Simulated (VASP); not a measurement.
InPd:

```
In Pd
1.0
     3.27188    0.00000    0.00000
     0.00000    3.27188    0.00000
     0.00000    0.00000    3.27188
In Pd
1 1
Direct
  0.00000 0.00000 0.00000
  0.50000 0.50000 0.50000
```

The cell comes from a database or a generator and needn't be the stable form of this composition.

- Program: VASP 6.6.1
- Task: relaxation of cell and atoms
- Functional: LDA
- Potentials or basis: VASP PAW LDA potentials, release 64 (In_d, Pd)
- Cutoff: 600 eV
- k mesh: 12 × 12 × 12
- Occupations: methfessel-paxton, width 0.1 eV
- Spin: no spin polarisation

At the start: pressure -6.5 GPa; volume 17.51 Å³/atom.

**Question.** How do energy, volume and symmetry change on relaxing?

**Answer.** Over 3 steps the energy falls by 18.2 meV/atom and the volume is 16.68 Å³/atom (-4.8 %); space group Pm-3m (No. 221, to 0.05 Å).

Step by step:
```
step  energy change (eV)  largest force (eV/Å)  pressure (GPa)  volume (Å³)
   1              0.0000                0.0000           -6.53        35.03
   2              0.0164                0.0000            9.90        31.53
   3             -0.0364                0.0000           -0.05        33.36
```

Final structure:
```
In Pd
1.0
     3.21921    0.00000    0.00000
     0.00000    3.21921    0.00000
     0.00000    0.00000    3.21921
In Pd
1 1
Direct
  0.00000 0.00000 0.00000
  0.50000 0.50000 0.50000
```
